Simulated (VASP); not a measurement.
A convergence study with VASP on KTaO$_{3}$ (cubic perovskite): one setting is varied, all else stays as given below, so the limit is that of these other settings. Each run relaxes cell and ions from the cell shown.

```yaml
crystal:
  lattice:
    - [3.99000, 0.00000, 0.00000]
    - [0.00000, 3.99000, 0.00000]
    - [0.00000, 0.00000, 3.99000]
  atoms:
    - { symbol: K, position: [0.00000, 0.00000, 0.00000] }
    - { symbol: Ta, position: [0.50000, 0.50000, 0.50000] }
    - { symbol: O, position: [0.50000, 0.00000, 0.50000] }
    - { symbol: O, position: [0.00000, 0.50000, 0.50000] }
    - { symbol: O, position: [0.50000, 0.50000, 0.00000] }
```

The numbers are results of PBEsol GGA, VASP's PBE PAW potentials (set 64) (plane waves; VASP 6.6.1), not measurements. The tightest run used: 700 eV cut-off, 9×9×9 Γ-centred mesh, Gaussian smearing of 0.050 eV, potentials K_sv Ta_pv O.

Unless said otherwise, spin-orbit coupling is left out, though it shifts the bands of the heavy elements here. Gaps are read on the run's mesh, which can miss a band edge.

Q: The settings run are 2×2×2 mesh; 3×3×3 mesh; 5×5×5 mesh; 6×6×6 mesh; 7×7×7 mesh; 8×8×8 mesh; 9×9×9 mesh. From which on does the relaxed volume stay within 0.05 Å³/atom of the tightest run?

A: From 3×3×3 mesh on: it is off by 0.017 there and by no more than 0.05 in any finer run, while 2×2×2 mesh is off by 0.128.
| setting | relaxed volume (Å³/atom) | E (eV/atom) | gap on the mesh (eV) | irreducible k-points | difference judged (Å³/atom) |
|---|---|---|---|---|---|
| 2×2×2 mesh | 12.821 | -8.3786 | 1.708 | 4 | 0.128 |
| 3×3×3 mesh | 12.710 | -8.5583 | 2.300 | 4 | 0.017 |
| 5×5×5 mesh | 12.694 | -8.5864 | 2.196 | 10 | 0.000 |
| 6×6×6 mesh | 12.694 | -8.5873 | 2.085 | 20 | 0.000 |
| 7×7×7 mesh | 12.694 | -8.5875 | 2.146 | 20 | 0.000 |
| 8×8×8 mesh | 12.694 | -8.5875 | 2.087 | 35 | 0.000 |
| 9×9×9 mesh | 12.694 | -8.5875 | 2.123 | 35 | 0.000 |

Left out are rungs that failed or repeat a setting and relaxations that didn't move; long series are thinned to 24 rows.

The compound is KTaO3 in the cubic perovskite structure.
